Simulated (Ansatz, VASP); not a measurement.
**Cross-check of Rb2CdSe2O6 between VASP and Ansatz**

Wanted: the spread between two codes on one cell, functional and k mesh. The cell is taken from a series of runs on this material, whose earlier steps may have relaxed, scaled, displaced or heated it; both programs get it as it stands.

Calculated with Ansatz 0.2.0; plane waves, with VASP 6.6.1 beside it; G0W0 gap at PBE.

### 1. The starting structure

It takes space group R-3m (No. 166, trigonal). Conventional cell: a = 5.750 Å, b = 5.750 Å, c = 19.669 Å, α = 90.00°, β = 90.00°, γ = 120.00°. Rb has 9 O at 2.94 to 3.09 Å nearest. Cd has 6 O at 2.34 Å nearest. Nearest to Se lie 3 O at 1.72 Å. O has 1 Se at 1.72 Å and 1 Cd at 2.34 Å and 3 Rb at 2.94 to 3.09 Å nearest. Farther neighbours and most contacts between anions are not listed.

### 2. VASP: G0W0 gap, PBE

Quasiparticle shifts depend on high empty states and on the cores, so they are the hardest test of two PAW sets.

Lines of VASP's logs that name or quote its potential files are left out, and so is its time.

The run reads the wave functions of an earlier VASP run, which isn't shown here.

File INCAR:

```
SYSTEM = Rb2CdSe2O6
PREC = Accurate
ENCUT = 440
ISMEAR = 0
SIGMA = 0.01
LREAL = .FALSE.
GGA = PE
NBANDS = 469
ALGO = EVGW0
NELMGW = 1
ENCUTGW = 100
NOMEGA = 64
PRECFOCK = Fast
NBANDSGW = 51
LWAVE = .FALSE.
LCHARG = .FALSE.
```

File POSCAR:

```
Rb2CdSe2O6
1.0
    2.8751500000      1.6599686265      6.5561666667
   -2.8751500000      1.6599686265      6.5561666667
    0.0000000000     -3.3199372529      6.5561666667
Rb Cd Se O
2 1 2 6
Direct
    0.8022665693      0.8022665693      0.8022665693
    0.1977334307      0.1977334307      0.1977334307
    0.0000000000      0.0000000000      0.0000000000
    0.6258540386      0.6258540386      0.6258540386
    0.3741459614      0.3741459614      0.3741459614
    0.7448088786      0.2765169800      0.7448088786
    0.7448088786      0.7448088786      0.2765169800
    0.2765169800      0.7448088786      0.7448088786
    0.2551911214      0.7234830200      0.2551911214
    0.7234830200      0.2551911214      0.2551911214
    0.2551911214      0.2551911214      0.7234830200
```

File KPOINTS:

```
Automatic mesh
0
Gamma
2 2 2
0 0 0
```

The projector-augmented-wave data sets are Rb_sv_GW, Cd_sv_GW, Se_GW and O_GW (PBE family, release 64).

Command:

```
export OMP_NUM_THREADS=3
mpirun -np 1 vasp_std
```

Numbers of over 12 decimals in the logs are rounded to 6 here.

Output:

```text
[banner, memory and clock lines left out]
running    1 mpi-ranks, on    1 nodes
 distrk:  each k-point on    1 cores,    1 groups
 distr:  one band on    1 cores,    1 groups
 Offloading initialized ...    1 GPUs detected
 POSCAR found type information on POSCAR RbCdSeO
 POSCAR found :  4 types and      11 ions
|                                                                             |
|           W    W    AA    RRRRR   N    N  II  N    N   GGGG   !!!           |
|           W    W   A  A   R    R  NN   N  II  NN   N  G    G  !!!           |
|           W    W  A    A  R    R  N N  N  II  N N  N  G       !!!           |
|           W WW W  AAAAAA  RRRRR   N  N N  II  N  N N  G  GGG   !            |
|           WW  WW  A    A  R   R   N   NN  II  N   NN  G    G                |
|           W    W  A    A  R    R  N    N  II  N    N   GGGG   !!!           |
|                                                                             |
|     The default for ENCUTGWSOFT is different in this version of VASP.       |
|     please manually set ENCUTGWSOFT =100 in the INCAR file.                 |
|                                                                             |

 LDA part: xc-table for (Slater+PW92), standard interpolation
 found WAVECAR, reading the header
 POSCAR, INCAR and KPOINTS ok, starting setup
 FFT: planning ... GRIDC
 FFT: planning ... GRID_SOFT
 FFT: planning ... GRID
 reading WAVECAR
 the WAVECAR file was read successfully
 initial charge from wavefunction
 available memory per node:   1661.64 GB, setting MAXMEM to   1701516

 The Fermi energy was updated, please check that it is located mid-gap
 values below the HOMO (VB) or above the LUMO (CB) will cause erroneous energies
 E-fermi :   3.3952

 calculate exact exchange contribution
 the WAVEDER file was read successfully
energies w=
    0.000    0.000    1.659    0.000    3.315    0.000    4.964    0.000
    6.604    0.000    8.232    0.000    9.845    0.000   11.441    0.000
   13.020    0.000   14.580    0.000   16.119    0.000   17.639    0.000
   19.139    0.000   20.620    0.000   22.083    0.000   23.529    0.000
   24.958    0.000   26.374    0.000   27.778    0.000   29.171    0.000
   30.556    0.000   31.935    0.000   33.311    0.000   34.686    0.000
   36.063    0.000   37.445    0.000   38.834    0.000   40.235    0.000
   41.650    0.000   43.082    0.000   44.536    0.000   46.016    0.000
   47.526    0.000   49.071    0.000   50.656    0.000   52.287    0.000
   53.970    0.000   55.713    0.000   57.522    0.000   59.406    0.000
   61.376    0.000   63.443    0.000   65.618    0.000   67.918    0.000
   70.357    0.000   72.957    0.000   75.739    0.000   78.729    0.000
   81.960    0.000   85.468    0.000   89.299    0.000   93.506    0.000
   98.158    0.000  103.334    0.000  109.140    0.000  115.703    0.000
  123.192    0.000  131.825    0.000  141.892    0.000  153.788    0.000
  168.062    0.000  185.507    0.000  207.302    0.000  235.286    0.000
 responsefunction array rank=     442
 LDA part: xc-table for (Slater+PW92), standard interpolation

 min. memory requirement per mpi rank    887.5 MB, per node    887.5 MB

 allocating  64 responsefunctions rank=   442
 shmem allocating  64 responsefunctions rank=   442
 response function shared by NCSHMEM nodes    1
 Doing            64  frequencies on each core in blocks of            64
NQ=   1    0.0000    0.0000    0.0000,
|.........|.........|.........|.........|.........|.........|.........|.........
 performed        484000 updates of chi_q(r,r)
 total number of BLAS operations        680.39 Gflops
NQ=   2    0.5000    0.0000    0.0000,
|.........|.........|.........|.........|.........|.........|.........|.........
 performed       1111000 updates of chi_q(r,r)
 total number of BLAS operations       1541.42 Gflops
NQ=   3    0.5000    0.5000    0.0000,
|.........|.........|.........|.........|.........|.........|.........|.........
 performed       1738000 updates of chi_q(r,r)
 total number of BLAS operations       2470.29 Gflops
NQ=   4    0.5000    0.5000    0.5000,
|.........|.........|.........|.........|.........|.........|.........|.........
 performed       2222000 updates of chi_q(r,r)
 total number of BLAS operations       3227.43 Gflops
 resolving degeneracies of screened two electron integrals

 calculate QP shifts <psi_nk| G(iteration)W_0 |psi_nk>: iteration 1
 entering main loop
```

Parts of OUTCAR (step 2):

```text
ion  position               nearest neighbor table
   1  0.802  0.802  0.802-   2 3.54   2 3.54   2 3.54
   2  0.198  0.198  0.198-   1 3.54   1 3.54   1 3.54
   3  0.000  0.000  0.000-
   4  0.626  0.626  0.626-   7 1.72   6 1.72   8 1.72
   5  0.374  0.374  0.374-  11 1.72  10 1.72   9 1.72
   6  0.745  0.277  0.745-   4 1.72
   7  0.745  0.745  0.277-   4 1.72
   8  0.277  0.745  0.745-   4 1.72
   9  0.255  0.723  0.255-   5 1.72
  10  0.723  0.255  0.255-   5 1.72
  11  0.255  0.255  0.723-   5 1.72

  LATTYP: Found a trigonal (rhomboedric) cell.
 ALAT       =     7.3488301603
 COS(alpha) =     0.6938638689

 Subroutine GETGRP returns: Found 12 space group operations
 (whereof 12 operations were pure point group operations)

The static configuration has the point symmetry D_3d.

 Found      4 irreducible k-points:

   k-points           NKPTS =      4   k-points in BZ     NKDIM =      8   number of bands    NBANDS=    469

   dimension x,y,z NGX =    50 NGY =   50 NGZ =   50
   dimension x,y,z NGXF=   100 NGYF=  100 NGZF=  100

   ENCUT  =  440.0 eV  32.34 Ry    5.69 a.u.  12.57 12.57 12.57*2*pi/ulx,y,z

   NELECT =      86.0000    total number of electrons

  energy-cutoff  :      440.00
  volume of cell :      187.74
      direct lattice vectors                 reciprocal lattice vectors
     2.875150000  1.659968626  6.556166667     0.173903970  0.100403504  0.050842718
    -2.875150000  1.659968626  6.556166667    -0.173903970  0.100403504  0.050842718
     0.000000000 -3.319937253  6.556166667     0.000000000 -0.200807008  0.050842718

 k-points in reciprocal lattice and weights: Automatic mesh
   0.00000000  0.00000000  0.00000000       0.125
   0.50000000  0.00000000  0.00000000       0.375
   0.50000000  0.50000000  0.00000000       0.375
   0.50000000  0.50000000  0.50000000       0.125

 E-fermi :   3.3952

 QP shifts <psi_nk| G(iteration)W_0 |psi_nk>: iteration 1
 for sc-GW calculations column KS-energies equals QP-energies in previous step
 and V_xc(KS)=  KS-energies - (<T + V_ion + V_H > + <T+V_H+V_ion>^1  + <V_x>^1)
 k-point   1 :       0.0000    0.0000    0.0000
  band No.  KS-energies  QP-energies   sigma(KS)   V_xc(KS)     V^pw_x(r,r')   Z            occupation Imag(sigma)
    ...
     40       1.1933       0.2203     -20.5720     -19.2775     -25.0948       0.7516       2.0000       0.4796
     41       1.2786       0.3721     -21.7671     -20.5843     -25.8972       0.7664       2.0000       0.4188
     42       1.2786       0.3721     -21.7671     -20.5843     -25.8972       0.7664       2.0000       0.4188
     43       1.3476       0.4109     -20.8038     -19.5596     -25.3333       0.7529       2.0000       0.4715
     44       5.3293       6.4444     -11.5192     -12.8613      -7.7756       0.8308       0.0000      -0.2618
     45       6.1554       7.4669     -11.8979     -13.5159      -9.0317       0.8105       0.0000      -0.2520
     46       6.1554       7.4669     -11.8979     -13.5159      -9.0317       0.8105       0.0000      -0.2520
     47       6.7872       8.3323     -12.2635     -14.1589      -8.7106       0.8151       0.0000      -0.2923
    ...

 k-point   2 :       0.5000    0.0000    0.0000
  band No.  KS-energies  QP-energies   sigma(KS)   V_xc(KS)     V^pw_x(r,r')   Z            occupation Imag(sigma)
    ...
     40       0.9917       0.0144     -20.3205     -19.0254     -24.7692       0.7546       2.0000       0.4821
     41       1.1559       0.1291     -18.1822     -16.8649     -21.2693       0.7794       2.0000       0.3636
     42       1.3061       0.4117     -21.6857     -20.5179     -25.8812       0.7659       2.0000       0.4246
     43       1.4610       0.5182     -19.2017     -17.9889     -22.5193       0.7774       2.0000       0.3691
     44       6.0338       7.3119     -12.8508     -14.4313      -9.9934       0.8087       0.0000      -0.2443
     45       6.1761       7.4960     -12.2947     -13.9305      -9.5473       0.8068       0.0000      -0.2465
     46       6.9335       8.3118     -11.1487     -12.8412      -7.8015       0.8144       0.0000      -0.2913
     47       7.7188       9.3820     -13.1484     -15.2131      -9.4385       0.8055       0.0000      -0.3297
    ...

 k-point   3 :       0.5000    0.5000    0.0000
  band No.  KS-energies  QP-energies   sigma(KS)   V_xc(KS)     V^pw_x(r,r')   Z            occupation Imag(sigma)
    ...
     40       0.9870       0.0064     -20.2922     -18.9914     -24.7364       0.7539       2.0000       0.4823
     41       1.2877       0.2659     -18.5204     -17.2107     -21.6539       0.7802       2.0000       0.3602
     42       1.3526       0.4710     -21.8364     -20.6866     -26.0351       0.7668       2.0000       0.4222
     43       1.4320       0.4944     -18.8682     -17.6618     -22.0666       0.7772       2.0000       0.3613
     44       5.9740       7.2408     -12.4962     -14.0566      -9.5859       0.8119       0.0000      -0.2461
     45       6.3312       7.6958     -12.5484     -14.2467      -9.7804       0.8035       0.0000      -0.2542
     46       6.9203       8.3850     -11.8558     -13.6616      -8.6101       0.8111       0.0000      -0.2868
     47       7.6689       9.3451     -13.2513     -15.3302      -9.6384       0.8063       0.0000      -0.3231
    ...

 k-point   4 :       0.5000    0.5000    0.5000
  band No.  KS-energies  QP-energies   sigma(KS)   V_xc(KS)     V^pw_x(r,r')   Z            occupation Imag(sigma)
    ...
     40       1.1901       0.2643     -21.6216     -20.4149     -25.7219       0.7672       2.0000       0.4194
     41       1.2258       0.2610     -20.6300     -19.3466     -25.1536       0.7518       2.0000       0.4779
     42       1.3151       0.3694     -20.7418     -19.4852     -25.2694       0.7526       2.0000       0.4730
     43       1.3233       0.3637     -18.6727     -17.4429     -21.7380       0.7802       2.0000       0.3532
     44       5.5980       6.8878     -12.2099     -13.7735      -8.4240       0.8249       0.0000      -0.2709
     45       6.1675       7.4737     -11.3098     -12.8925      -7.9044       0.8253       0.0000      -0.2666
     46       6.2346       7.5668     -11.9016     -13.5500      -8.9625       0.8082       0.0000      -0.2594
     47       6.2346       7.5668     -11.9016     -13.5500      -8.9625       0.8082       0.0000      -0.2594
    ...
```

(Continued in part 2 of 2.)

[Lines on the potential files, build, host, timing and source positions are cut from VASP's logs without a mark.]

[Logs are printed without paths, hosts, clocks, repeated set-up lines and the standing remarks that a program may print on its own settings, such as how far it seeks lower states.]

[Hosts, paths, dates, database ids (printed as entryN), source tags and the programs' standing remarks are cut or masked in the printed files.]
